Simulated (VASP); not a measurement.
Input:

```xyz
4
Lattice="2.1667 -3.7528 0.0000 2.1667 3.7528 0.0000 0.0000 0.0000 7.0660" Properties=species:S:1:pos:R:3 pbc="T T T"
Cd     2.1667    -1.2509     3.5334
Cd     2.1667     1.2509     0.0004
Se     2.1667    -1.2509     6.1894
Se     2.1667     1.2509     2.6564
```

The numbers are results of PBE GGA with D3 dispersion (Becke-Johnson damping), VASP's PBE PAW potentials (set 64) (plane waves; VASP), not measurements. Settings: 520 eV cut-off, 7×7×4 Γ-centred mesh, tetrahedra with Blöchl corrections, potentials Cd Se.

Problem. Estimate the energy per atom (σ→0).

Solution. 
```json
{
 "energy per atom (σ→0)": "-3.052 eV/atom"
}
```

Only differences to runs with the same potentials and settings are physical.

The compound is CdSe in the wurtzite structure. It was relaxed first.
